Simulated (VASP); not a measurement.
Calculation: PBE GGA, VASP's PBE PAW potentials (set 64) (plane waves; VASP).

Input for VASP

### KPOINTS
```
Automatic mesh
0
Gamma
8 8 8
0 0 0
```

INCAR:
```
ALGO=Normal
EDIFF=1E-7
ENCUT=480
GGA=PE
ISIF=2
ISMEAR=1
LASPH=T
LCHARG=F
LMAXMIX=6
LREAL=F
LWAVE=F
NELM=100
PREC=Accurate
SIGMA=0.1
SYSTEM=AuAl2
```

POSCAR:
```
AuAl2
4.1536590
  0.0000000000   0.7071067016   0.7071067016
  0.7071067016   0.0000000000   0.7071067016
  0.7071067016   0.7071067016   0.0000000000
Al Au
2 1
Cart
  0.3535533508   0.3535533508   0.3535533508
  1.0606600523   1.0606600523   1.0606600523
  0.0000000000   0.0000000000   0.0000000000
```

POTCAR, in this order: Al Au (PBE.64 set). Program: vasp_std.

Unless said otherwise, spin-orbit coupling is left out, though it shifts the bands of the heavy elements here.

### Question
What does the run give for the energy per atom (σ→0), pressure, band gap (on the k-mesh)?

### Answer

| Quantity | Value |
|---|---|
| energy per atom (σ→0) | -3.955 eV/atom |
| band gap (on the k-mesh) | none (metal, semimetal or under 0.01 eV) |
| pressure | 117.9 kbar |

### OSZICAR
```
...
DAV:   8    -0.118661819079E+02    0.30875E-01   -0.21165E-02   800   0.120E+00    0.400E-01
DAV:   9    -0.118651955160E+02    0.98639E-03   -0.30369E-03   776   0.667E-01    0.184E-01
DAV:  10    -0.118653268794E+02   -0.13136E-03   -0.22487E-04   756   0.128E-01    0.344E-02
DAV:  11    -0.118653193370E+02    0.75424E-05   -0.61752E-06   848   0.226E-02    0.120E-02
DAV:  12    -0.118653206001E+02   -0.12631E-05   -0.30779E-06   740   0.128E-02    0.332E-03
DAV:  13    -0.118653207426E+02   -0.14246E-06   -0.20768E-07   640   0.536E-03    0.611E-04
DAV:  14    -0.118653207693E+02   -0.26750E-07   -0.17798E-08   440   0.113E-03
   1 F= -.11865321E+02 E0= -.11865123E+02  d E =-.592098E-03
```

The compound is AuAl2 in the fluorite structure. This cell was strained or had an atom moved on purpose. The electron count is odd and the run is not spin-polarised, which forces a metal.
